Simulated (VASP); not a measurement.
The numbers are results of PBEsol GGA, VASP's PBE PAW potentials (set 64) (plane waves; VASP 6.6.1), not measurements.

VASP input:

**INCAR**
```
GGA=PS   # PBEsol
LCHARG=.True.
NEDOS=601   # DOS grid
NELM=100
LASPH=.True.
LEFG=.True.
LORBIT=11
ISMEAR=-5
ENCUT=520   # plane-wave cut-off (eV)
SYSTEM=Hf3VN4
LWAVE=.False.
EDIFF=1E-7   # SCF stop (eV)
ALGO=Normal   # blocked Davidson
LMAXMIX=6   # l cut-off of mixed one-centre charges
PREC=Accurate
LREAL=.False.   # projection in real space or not
ISIF=2   # forces and stress, cell fixed
```

File POSCAR:
```
Hf3VN4
1
   -0.0000000000     2.2137839951     2.2137839951
    2.2137839951    -0.0000000000     2.2137839951
    8.7415577171     8.7415577171     0.1135782632
V N Hf
1 4 3
Direct
  1.0000000000   0.0000000000   0.0000000000
  0.5153730517   0.5153730517   0.1134702112
  0.5102292726   0.5102292726   0.3673280456
  0.4897707274   0.4897707274   0.6326719544
  0.4846269483   0.4846269483   0.8865297888
  0.0179253536   0.0179253536   0.2365559848
  1.0000000000   0.0000000000   0.5000000000
  0.9820746464   0.9820746464   0.7634440152
```

KPOINTS:
```
kpoints
0
G
13 13 4
```

POTCAR, in this order: V_sv N Hf_pv (PBE.64 set). Program: vasp_std.

Output of the run:

File OSZICAR:
```
       N       E                     dE             d eps       ncg     rms          rms(c)
DAV:   1     0.501641169309E+03    0.50164E+03   -0.33964E+04 13986   0.175E+03
DAV:   2    -0.608340094546E+02   -0.56248E+03   -0.54760E+03 16348   0.479E+02
DAV:   3    -0.102556776019E+03   -0.41723E+02   -0.40642E+02 16957   0.112E+02
DAV:   4    -0.103846222052E+03   -0.12894E+01   -0.12502E+01 17493   0.187E+01
DAV:   5    -0.103881091919E+03   -0.34870E-01   -0.34584E-01 17451   0.250E+00    0.102E+02
DAV:   6    -0.107130890786E+03   -0.32498E+01   -0.19912E+02 19396   0.685E+01    0.730E+01
DAV:   7    -0.101950193759E+03    0.51807E+01   -0.46083E+02 20811   0.168E+02    0.630E+01
DAV:   8    -0.112843601193E+03   -0.10893E+02   -0.17718E+02 16978   0.469E+01    0.363E+01
DAV:   9    -0.970769722734E+02    0.15767E+02   -0.31586E+01 17288   0.352E+01    0.206E+01
DAV:  10    -0.899639328720E+02    0.71130E+01   -0.18803E+01 18954   0.244E+01    0.955E+00
DAV:  11    -0.894374272566E+02    0.52651E+00   -0.28278E+00 19074   0.902E+00    0.667E+00
DAV:  12    -0.894312177360E+02    0.62095E-02   -0.42189E-01 18519   0.348E+00    0.584E+00
DAV:  13    -0.897674073947E+02   -0.33619E+00   -0.32827E+00 17878   0.112E+01    0.843E+00
DAV:  14    -0.892978570732E+02    0.46955E+00   -0.13272E+00 18589   0.800E+00    0.170E+00
DAV:  15    -0.893522293340E+02   -0.54372E-01   -0.15988E-01 17170   0.273E+00    0.322E+00
DAV:  16    -0.893516652340E+02    0.56410E-03   -0.31381E-02 16354   0.106E+00    0.288E+00
DAV:  17    -0.892984388370E+02    0.53226E-01   -0.12197E-01 18537   0.230E+00    0.603E-01
DAV:  18    -0.893012540138E+02   -0.28152E-02   -0.72005E-03 16980   0.511E-01    0.859E-01
DAV:  19    -0.892974063568E+02    0.38477E-02   -0.66189E-03 18544   0.535E-01    0.402E-01
DAV:  20    -0.892967776070E+02    0.62875E-03   -0.87445E-03 19084   0.560E-01    0.121E-01
DAV:  21    -0.892965995219E+02    0.17809E-03   -0.34888E-04 16515   0.126E-01    0.601E-02
DAV:  22    -0.892964923268E+02    0.10720E-03   -0.12971E-04 19059   0.700E-02    0.350E-02
DAV:  23    -0.892964531585E+02    0.39168E-04   -0.50723E-05 18699   0.444E-02    0.508E-02
DAV:  24    -0.892965408297E+02   -0.87671E-04   -0.12746E-04 18777   0.742E-02    0.257E-02
DAV:  25    -0.892965172309E+02    0.23599E-04   -0.63950E-06 17240   0.159E-02    0.110E-02
DAV:  26    -0.892965277807E+02   -0.10550E-04   -0.13768E-06 15381   0.823E-03    0.150E-02
DAV:  27    -0.892965055529E+02    0.22228E-04   -0.38821E-06 18290   0.122E-02    0.643E-03
DAV:  28    -0.892964990566E+02    0.64963E-05   -0.68123E-07 14923   0.449E-03    0.404E-03
DAV:  29    -0.892964995736E+02   -0.51703E-06   -0.39443E-08  9283   0.139E-03    0.271E-03
DAV:  30    -0.892964989938E+02    0.57985E-06   -0.79901E-08  9123   0.157E-03    0.472E-04
DAV:  31    -0.892964992354E+02   -0.24161E-06   -0.20226E-08  8508   0.109E-03    0.448E-04
DAV:  32    -0.892964991020E+02    0.13340E-06   -0.48634E-09  8033   0.367E-04    0.256E-04
DAV:  33    -0.892964986682E+02    0.43382E-06   -0.37102E-09  7883   0.286E-04    0.242E-04
DAV:  34    -0.892964987623E+02   -0.94166E-07   -0.12346E-09  7793   0.191E-04
   1 F= -.89296499E+02 E0= -.89296499E+02  d E =0.000000E+00
```

### OUTCAR
```
------------------------ aborting loop because EDIFF is reached ----------------------------------------
  FORCE on cell =-STRESS in cart. coord.  units (eV):
  Direction    XX          YY          ZZ          XY          YZ          ZX
  --------------------------------------------------------------------------------------
  Total       -0.0151791     -0.0151791     -0.0151791     -0.1362130      0.1362130      0.1362130
  in kB       -0.2856922     -0.2856922     -0.2856922     -2.5637187      2.5637187      2.5637187
  external PRESSURE =      -0.2856922 kB  Pullay stress =       0.0000000 kB
  volume of cell :       85.13
      direct lattice vectors                 reciprocal lattice vectors
     0.000000000  2.213783995  2.213783995    -0.227334495  0.224380759  0.227334495
     2.213783995  0.000000000  2.213783995     0.224380759 -0.227334495  0.227334495
     8.741557717  8.741557717  0.113578263     0.057572058  0.057572058 -0.057572058
 POSITION                                       TOTAL-FORCE (eV/Angst)
 -----------------------------------------------------------------------------------
      0.00000      0.00000      0.00000        -0.000000      0.000000      0.000000
      2.13283      2.13283      2.29474        -0.002262     -0.002262      0.002262
      4.34056      4.34056      2.30080        -0.007114     -0.007114      0.007114
      6.61479      6.61479      2.24035         0.007114      0.007114     -0.007114
      8.82251      8.82251      2.24641         0.002262      0.002262     -0.002262
      2.10755      2.10755      0.10623        -0.015145     -0.015145      0.015145
      4.37078      4.37078      0.05679        -0.000000      0.000000      0.000000
      8.84779      8.84779      4.43491         0.015145      0.015145     -0.015145
 -----------------------------------------------------------------------------------
    total drift:                                0.000000      0.000000      0.000000
  FREE ENERGIE OF THE ION-ELECTRON SYSTEM (eV)
  ---------------------------------------------------
  free  energy   TOTEN  =       -89.2964987623 eV

  energy  without entropy=      -89.2964987623  energy(sigma->0) =      -89.29649876

 total charge

# of ion       s       p       d       tot
------------------------------------------
    1        2.221   6.235   3.119  11.575
    2        1.232   2.499   0.000   3.731
    3        1.230   2.518   0.000   3.748
    4        1.230   2.518   0.000   3.748
    5        1.232   2.499   0.000   3.731
    6        0.312   6.659   1.824   8.795
    7        0.300   6.608   1.832   8.741
    8        0.312   6.659   1.824   8.795
--------------------------------------------------
tot          8.070  36.195   8.599  52.864

 Electric field gradients after diagonalization (V/A^2)
 (convention: |V_zz| > |V_xx| > |V_yy|)
----------------------------------------------------------------------
 ion       V_xx      V_yy      V_zz     asymmetry (V_yy - V_xx)/ V_zz
----------------------------------------------------------------------
   1       3.464     3.461    -6.925       0.000
   2      -0.264    -0.262     0.525       0.003
   3      -0.328    -0.326     0.654       0.003
   4      -0.328    -0.326     0.654       0.003
   5      -0.264    -0.262     0.525       0.003
   6      -7.746    -7.746    15.492       0.000
   7      10.054    10.054   -20.109       0.000
   8      -7.746    -7.746    15.492       0.000
```
(Selected blocks of OUTCAR.)

OUTCAR:
```
 val. band max:        9.2229481747   @ k =  -0.3846   0.2308   0.5000

 cond. band min:       8.9163537017   @ k =  -0.2308   0.4615   0.2500


 Fermi energy:         9.0863987284

 k-point     1 :       0.0000    0.0000    0.0000
  band No.  band energies     occupation
      1     -55.8719      2.00000
      2     -29.8524      2.00000
      3     -29.7814      2.00000
      4     -29.7814      2.00000
      5     -22.7935      2.00000
      6     -22.5011      2.00000
      7     -22.0730      2.00000
      8     -21.9388      2.00000
      9     -21.9388      2.00000
     10     -21.9269      2.00000
     11     -21.9269      2.00000
     12     -21.8659      2.00000
     13     -21.8659      2.00000
     14      -8.5370      2.00000
     15      -7.3420      2.00000
     16      -7.0684      2.00000
     17      -5.5466      2.00000
     18       0.1051      2.00000
     19       2.7194      2.00000
     20       2.7685      2.00000
     21       2.7685      2.00000
     22       2.8263      2.00000
     23       3.9531      2.00000
     24       3.9531      2.00000
     25       4.0805      2.00000
     26       4.0805      2.00000
     27       6.2359      2.00000
     28       6.2359      2.00000
     29       6.3745      2.00000
     30       7.9520      2.00000
     31       7.9520      2.00000
     32       8.4266      2.00000
     33       9.1910      0.20702
     34       9.5313      0.00000
     35       9.5313      0.00000
     36       9.9419      0.00000
     37      10.2678      0.00000

 k-point     2 :       0.0769    0.0000   -0.0000
  band No.  band energies     occupation
      1     -55.8708      2.00000
      2     -29.8501      2.00000
      3     -29.7926      2.00000
      4     -29.7839      2.00000
      5     -22.7760      2.00000
      6     -22.4913      2.00000
      7     -22.0888      2.00000
      8     -21.9912      2.00000
      9     -21.9662      2.00000
     10     -21.9540      2.00000
     11     -21.9380      2.00000
...
```

For a metal the tetrahedron method with Blöchl corrections gives inexact stress and forces. Unless said otherwise, spin-orbit coupling is left out, though it shifts the bands of the heavy elements here.

The structure was generated: Hf3VN4 was put into an ordered model structure (R-3m), which need not be its known phase. It was relaxed first. The run is not spin-polarised, so no magnetic state was tried. The electron count is odd and the run is not spin-polarised, which forces a metal.
